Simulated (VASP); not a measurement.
Data:

```yaml
crystal:
  lattice:
    - [0.00000, 1.76614, 1.76614]
    - [1.76614, 0.00000, 1.76614]
    - [1.76614, 1.76614, 0.00000]
  atoms:
    - { symbol: Cu, position: [0.00000, 0.00000, 0.00000] }
```

All values below come from PBE GGA with D3 dispersion (zero damping), VASP's PBE PAW potentials (set 64) (plane waves; VASP). Numerical set-up: 520 eV cut-off, 17×17×17 Γ-centred mesh, first-order Methfessel-Paxton smearing of 0.10 eV, potentials Cu.

**Question.** What does the run give for the energy per atom (σ→0), pressure, band gap (on the k-mesh) with the smallest direct gap where there is one?

**Answer.** 
- band gap (on the k-mesh): none (metal, semimetal or under 0.01 eV)
- energy per atom (σ→0): -4.231 eV/atom
- pressure: 4.92 GPa

The absolute energy has meaning only against runs of the same code, potentials and settings.

The compound is Cu in the fcc structure. This cell is one point of a volume scan, at 0.97 of the reference volume.
